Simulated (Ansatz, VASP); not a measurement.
**TeW: VASP beside Ansatz**

```xyz
2
Lattice="0.0000 2.8320 2.8320 2.8320 0.0000 2.8320 2.8320 2.8320 0.0000" Properties=species:S:1:pos:R:3 pbc="T T T"
W     0.0000    0.0000    0.0000
Te    2.8320    2.8320    2.8320
```

Alike in both runs: task single point; functional PBE; k mesh 14 × 14 × 14; occupations gaussian, width 0.1 eV; no spin polarisation.

|  | VASP | Ansatz |
| --- | --- | --- |
| version | VASP 6.6.1 | Ansatz 0.2.0 |
| potentials or method | VASP PAW PBE potentials, release 64 (W_sv, Te) | scalar-relativistic, plane waves, PAW |
| plane-wave cutoff (eV) | 520 | 420 |
| valence electrons in the cell | 20 | 30 |

```tsv
	VASP	Ansatz	Ansatz less VASP
gap on the k mesh at the Fermi level (eV)	none	none	-
pressure (GPa)	-4.1	-4.1	+0.01
```

A gap of «none» marks a metal or a gap that the smearing closes. The two sets of potentials don't hold the same shells in valence.

The runs have no spin-orbit coupling, so splittings on Te, W are missing.
